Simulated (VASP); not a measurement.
**CdSe (wurtzite): computed properties**

Level of theory: PBEsol GGA, VASP's PBE PAW potentials (set 64) (plane waves; VASP 6.6.1).

| Item | Result |
|---|---|
| space group | P6_3mc (186) |
| cell | a = 4.301 Å, b = 4.301 Å, c = 7.013 Å, α = 90.00°, β = 90.00°, γ = 120.00° |
| volume per atom | 28.09 Å³/atom |
| band gap (over mesh and band path) | 0.54 eV |
| smallest direct gap (over mesh and band path) | 0.54 eV |
| Hill bulk modulus | 53.2 GPa |
| Hill shear modulus | 147 kbar |
| Poisson's ratio | 0.373 |
| band-edge character without spin-orbit coupling | direct, Γ to Γ |
| band gap with spin-orbit coupling | 0.42 eV |
| density | 5.66 g/cm³ |
| C11 | 74.1 GPa |
| C12 | 46.1 GPa |
| C13 | 38.9 GPa |
| C33 | 83.1 GPa |
| C44 | 12.6 GPa |
| C66 | 14.0 GPa |

```cif
data_Cd2Se2
_chemical_formula_sum 'Cd2 Se2'
_space_group_name_H-M_alt 'P 1'
_space_group_IT_number 1
_cell_length_a 4.30088
_cell_length_b 4.30088
_cell_length_c 7.01297
_cell_angle_alpha 90.000
_cell_angle_beta 90.000
_cell_angle_gamma 120.000
loop_
_space_group_symop_operation_xyz
  'x, y, z'
loop_
_atom_site_label
_atom_site_type_symbol
_atom_site_fract_x
_atom_site_fract_y
_atom_site_fract_z
_atom_site_occupancy
Cd1 Cd 0.66667 0.33333 0.49997 1
Cd2 Cd 0.33333 0.66667 0.99997 1
Se1 Se 0.66667 0.33333 0.87603 1
Se2 Se 0.33333 0.66667 0.37603 1
```

Measured: gap 1.73 eV (computed value off by -1.19 eV), as given by Abedi et al., (2022), arXiv:2211.14644; a 4.298 Å (computed value off by +0.1 %), c 7.015 Å (computed value off by -0.0 %), as given by PVEducation, CdSe (wurtzite), citing its ref. 1. The calculation is for a static lattice, while the measured a, c hold thermal and zero-point effects, which are part of the difference.

The compound is CdSe in the wurtzite structure. It was relaxed first. Symmetry was kept, so distortions that lower it aren't found.
